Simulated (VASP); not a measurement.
Computed with PBEsol GGA, VASP's PBE PAW potentials (set 64) (plane waves; VASP).

VASP input:

**KPOINTS**
```
Automatic mesh
0
Gamma
14 14 14
0 0 0
```

### INCAR
```
ALGO = Normal
EDIFF = 1E-8
ENCUT = 520
GGA = PS
IBRION = 8
ISMEAR = 0
LASPH = .TRUE.
LCHARG = .FALSE.
LEPSILON = .TRUE.
LMAXMIX = 4
LREAL = .FALSE.
LWAVE = .FALSE.
NELM = 100
NSW = 1
PREC = Accurate
SIGMA = 0.01
SYSTEM = GaN
```

POSCAR:
```
GaN
1
   -0.0000000000     2.2476657332     2.2476657332
    2.2476657332     0.0000000000     2.2476657332
    2.2476657332     2.2476657332     0.0000000000
Ga N
1 1
Direct
  0.0000000000   0.0000000000   0.0000000000
  0.2500000000   0.2500000000   0.2500000000
```

POTCAR, in this order: Ga_d N (PBE.64 set). Program: vasp_std.

The resulting files:

**OUTCAR**
```
 ion  position               nearest neighbor table
   1  0.000  0.000  0.000-   2 1.95   2 1.95   2 1.95   2 1.95
   2  0.250  0.250  0.250-   1 1.95   1 1.95   1 1.95   1 1.95
  LATTYP: Found a face centered cubic cell.
 ALAT       =     4.4953314664
 Subroutine PRICEL returns:
 Original cell was already a primitive cell.
 Subroutine GETGRP returns: Found 24 space group operations
The static configuration has the point symmetry T_d .
The dynamic configuration has the point symmetry T_d .
 Subroutine INISYM returns: Found 24 space group operations
 Subroutine IBZKPT returns following result:
 Found    104 irreducible k-points:

 Following reciprocal coordinates:
            Coordinates               Weight
  0.000000  0.000000  0.000000      1.000000
  0.071429  0.000000  0.000000      8.000000
  0.142857  0.000000  0.000000      8.000000
  0.214286  0.000000  0.000000      8.000000
  0.285714  0.000000  0.000000      8.000000
  0.357143  0.000000  0.000000      8.000000
  0.428571  0.000000  0.000000      8.000000
  0.500000  0.000000  0.000000      4.000000
  0.071429  0.071429  0.000000      6.000000
  0.142857  0.071429  0.000000     24.000000
  0.214286  0.071429  0.000000     24.000000
  0.285714  0.071429  0.000000     24.000000
  0.357143  0.071429  0.000000     24.000000
  0.428571  0.071429  0.000000     24.000000
  0.500000  0.071429  0.000000     24.000000
 -0.428571  0.071429  0.000000     24.000000
 -0.357143  0.071429  0.000000     24.000000
 -0.285714  0.071429  0.000000     24.000000
 -0.214286  0.071429  0.000000     24.000000
 -0.142857  0.071429  0.000000     24.000000
 -0.071429  0.071429  0.000000     12.000000
  0.142857  0.142857  0.000000      6.000000
  0.214286  0.142857  0.000000     24.000000
  0.285714  0.142857  0.000000     24.000000
...
```

File OUTCAR:
```


 HEAD OF MICROSCOPIC STATIC DIELECTRIC TENSOR (INDEPENDENT PARTICLE, excluding Hartree and local field effects)
 ------------------------------------------------------
           6.117723     0.000000     0.000000
           0.000000     6.117723    -0.000000
           0.000000     0.000000     6.117723
 ------------------------------------------------------

 MACROSCOPIC STATIC DIELECTRIC TENSOR (including local field effects in DFT)
 ------------------------------------------------------
           5.937079     0.000000    -0.000000
          -0.000000     5.937079     0.000000
           0.000000     0.000000     5.937079
 ------------------------------------------------------

 PIEZOELECTRIC TENSOR (including local field effects)  for field in x, y, z        (e  Angst)
          XX          YY          ZZ          XY          YZ          ZX
  --------------------------------------------------------------------------------
  x     0.00000     0.00000     0.00000     0.00000    -1.44039     0.00000
  y     0.00000     0.00000    -0.00000     0.00000     0.00000    -1.44039
  z    -0.00000    -0.00000     0.00000    -1.44039     0.00000     0.00000

 PIEZOELECTRIC TENSOR (including local field effects)  for field in x, y, z        (C/m^2)
          XX          YY          ZZ          XY          YZ          ZX
  --------------------------------------------------------------------------------
  x     0.00000     0.00000     0.00000     0.00000    -1.01617     0.00000
  y     0.00000     0.00000    -0.00000     0.00000     0.00000    -1.01617
  z    -0.00000    -0.00000     0.00000    -1.01617     0.00000     0.00000

 BORN EFFECTIVE CHARGES (including local field effects) (in |e|, cummulative output)
 ---------------------------------------------------------------------------------
 ion    1
    1     2.64895    -0.00000     0.00000
    2     0.00000     2.64895     0.00000
    3    -0.00000     0.00000     2.64895
 ion    2
    1    -2.64895     0.00000    -0.00000
    2    -0.00000    -2.64895    -0.00000
    3     0.00000     0.00000    -2.64895
```
(Selected blocks of OUTCAR.)

The dielectric response may not be converged in the k-mesh; for small gaps it tends to come out too large.

The compound is GaN in the zinc blende structure, a metastable form; wurtzite is the usual one. It was relaxed first.
